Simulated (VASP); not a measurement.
Data:

```yaml
crystal:
  lattice:
    - [4.44528, 0.00000, 0.00000]
    - [0.00000, 4.44528, 0.00000]
    - [0.00000, 0.00000, 2.91979]
  atoms:
    - { symbol: Cr, position: [0.00000, 0.00000, 0.00000], spin: 2.1 }
    - { symbol: Cr, position: [0.50000, 0.50000, 0.50000], spin: 2.1 }
    - { symbol: O, position: [0.30345, 0.30345, 0.00000], spin: -0.1 }
    - { symbol: O, position: [0.80345, 0.19655, 0.50000], spin: -0.1 }
    - { symbol: O, position: [0.19655, 0.80345, 0.50000], spin: -0.1 }
    - { symbol: O, position: [0.69655, 0.69655, 0.00000], spin: -0.1 }
```

These are PW91 GGA, VASP's PBE PAW potentials (set 64) (plane waves; VASP) values and carry that method's errors. Numerical set-up: 520 eV cut-off, 8×8×12 Γ-centred mesh, tetrahedra with Blöchl corrections, potentials Cr_pv O.

### Question
What does the run give for the cell moment, energy per atom (σ→0), band gap (on the k-mesh) with the smallest direct gap where there is one?

### Answer

| Property | Value |
|---|---|
| band gap (on the k-mesh) | none (metal, semimetal or under 0.01 eV) |
| cell moment | 4.00 μB |
| energy per atom (σ→0) | -8404 meV/atom |

### Question
Give the moment on each site (PAW-sphere projection).

### Answer

```
site  moment (μB)
----  -----------
Cr1          2.07
Cr2          2.07
O3          -0.06
O4          -0.06
O5          -0.06
O6          -0.06
```

Only differences to runs with the same potentials and settings are physical.

The compound is CrO2 in the rutile structure. It was relaxed first.
